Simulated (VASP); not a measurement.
Here is the system:

```yaml
crystal:
  lattice:
    - [3.83001, 0.00000, 0.00000]
    - [0.00000, 3.83001, 0.00000]
    - [0.00000, 0.00000, 3.83001]
  atoms:
    - { symbol: Cu, position: [0.00000, 0.00000, 0.50000] }
    - { symbol: Cu, position: [0.50000, 0.00000, 0.00000] }
    - { symbol: Cu, position: [0.00000, 0.50000, 0.00000] }
    - { symbol: N, position: [0.00000, 0.00000, 0.00000] }
```

Method: PBE GGA, VASP's PBE PAW potentials (set 64) (plane waves; VASP). Settings: 500 eV cut-off, Gaussian smearing of 0.050 eV, potentials Cu N.

Q: Predict the band gap (along the path) with the smallest direct gap where there is one.

A: 
```json
{
  "band gap (along the path)": "0.26 eV",
  "smallest direct gap (along the path)": "0.79 eV"
}
```

The structure comes from a computed database's Cu3N entry (Pm-3m); how it stands against other phases isn't given here. It was relaxed first.
